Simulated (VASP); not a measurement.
A run of VASP 6.6.1:

The input INCAR:

```
PREC = Accurate ; ENCUT = 520
EDIFF = 1E-6 ; ISMEAR = 0
SIGMA = 0.1 ; LREAL = False
LASPH = True ; NELM = 150
ALGO = Normal ; ISIF = 2
LWAVE = False ; LCHARG = False
METAGGA = R2SCAN ; LMIXTAU = True
KPAR = 4
```

KPOINTS

```
Automatic mesh
0
Gamma
  8 8 8
```

Contents of POSCAR:

```
TaAlO3
1.0
    2.4399670000      1.4087160000      5.0076100000
   -2.4399670000      1.4087160000      5.0076100000
    0.0000000000     -2.8174320000      5.0076100000
Ta Al O
2 2 6
Direct
    0.6572300000      0.6572300000      0.6572300000
    0.3427700000      0.3427700000      0.3427700000
    0.8463930000      0.8463930000      0.8463930000
    0.1536070000      0.1536070000      0.1536070000
    0.9362760000      0.2233330000      0.5593570000
    0.5593570000      0.9362760000      0.2233330000
    0.2233330000      0.5593570000      0.9362760000
    0.0637240000      0.7766670000      0.4406430000
    0.4406430000      0.0637240000      0.7766670000
    0.7766670000      0.4406430000      0.0637240000
```

Potentials or basis: VASP PAW PBE potentials, release 64 (Ta_pv, Al, O).

The run is started by

```bash
$ cat potpaw_PBE.64/Ta_pv/POTCAR potpaw_PBE.64/Al/POTCAR potpaw_PBE.64/O/POTCAR > POTCAR
$ mpirun -np 4 vasp_std > vasp.out
```

Hardware: 4 MPI ranks on Intel(R) Xeon(R) Platinum 8559C (Emerald Rapids), with other jobs on the host.

Q: How long does it take, and how much memory?

A: Run time: 11 min on 4 MPI ranks on Intel(R) Xeon(R) Platinum 8559C (Emerald Rapids), on a shared host, peak memory 0.56 GiB a rank. Counts: scf iterations 20, k points 90.
